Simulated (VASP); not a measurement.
Data:

```xyz
6
Lattice="1.6752 -2.9016 0.0000 1.6752 2.9016 0.0000 0.0000 0.0000 16.9055" Properties=species:S:1:pos:R:3 pbc="T T T"
Mo     1.6752     0.9672     4.2264
Mo     1.6752    -0.9672    12.6791
Se     1.6752     0.9672    14.3516
Se     1.6752    -0.9672     5.8989
Se     1.6752    -0.9672     2.5539
Se     1.6752     0.9672    11.0066
```

The numbers are results of RPBE GGA, VASP's PBE PAW potentials (set 64) (plane waves; VASP), not measurements. Numerical set-up: 520 eV cut-off, Gaussian smearing of 0.050 eV, potentials Mo_sv Se.

Without a dispersion term in the relaxation, distances and binding between the weakly bound layers, chains or molecules are unreliable, and so is what depends on them.

Q: Give the energies of bands 17 to 30 at the high-symmetry points, in eV from the valence-band maximum.

A: 
```csv
band,Γ,M,K,A,L,H
17,-2.13,-3.75,-3.84,-2.13,-3.74,-3.84
18,-2.13,-3.73,-3.83,-2.13,-3.74,-3.84
19,-1.89,-2.72,-3.37,-1.75,-2.72,-3.37
20,-1.59,-2.72,-3.37,-1.75,-2.72,-3.37
21,-1.18,-1.84,-2.85,-1.18,-1.83,-2.85
22,-1.18,-1.83,-2.85,-1.18,-1.83,-2.85
23,-1.18,-0.73,-2.08,-1.18,-0.73,-2.08
24,-1.18,-0.73,-2.08,-1.18,-0.73,-2.08
25,-0.29,-0.67,-0.01,-0.19,-0.67,0.00
26,-0.11,-0.67,0.00,-0.19,-0.67,0.00
27,2.73,1.78,1.37,2.73,1.78,1.37
28,2.73,1.78,1.37,2.73,1.78,1.37
29,2.74,2.19,2.56,2.73,2.21,2.59
30,2.76,2.22,2.63,2.73,2.21,2.60
```

The gap is direct, 1.37 eV, from the valence maximum at K to the conduction minimum at K.

Measured: gap 1.09 eV (computed value off by +0.28 eV), as given by Li et al., (2013), arXiv:1302.0733.

The compound is MoSe2 in the 2H layered structure. It was relaxed first, which changed the volume by +36 %.
